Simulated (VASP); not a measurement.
Here is the system:

```xyz
2
Lattice="1.5175 -2.6045 0.0000 1.5175 2.6045 0.0000 0.0000 0.0000 4.5527" Properties=species:S:1:pos:R:3 pbc="T T T"
Ti     1.5175     0.8682     1.1382
Ti     1.5385    -0.8682     3.4146
```
Cell charge +0.5.

Method: PBE GGA, VASP's PBE PAW potentials (set 64) (plane waves; VASP). Settings: NELECT = 23.5, 400 eV cut-off, 12×12×7 Γ-centred mesh, Gaussian smearing of 0.050 eV, potentials Ti_sv.

The cell is charged, with a uniform compensating background.

Question: Give the stress tensor in GPa (positive for a compressed cell).

Answer: 
```
-29.36   -0.20    0.00
 -0.20  -28.17    0.00
  0.00    0.00  -23.45
```
The pressure is its mean diagonal, -26.99 GPa.

The compound is Ti in the hcp structure. The cell was not relaxed at this level, atoms are displaced from their ideal sites. The run is one of a series of settings (ISMEAR = 0, NELECT = 23.5, SIGMA = 0.05 against the base run), some of them coarse on purpose.
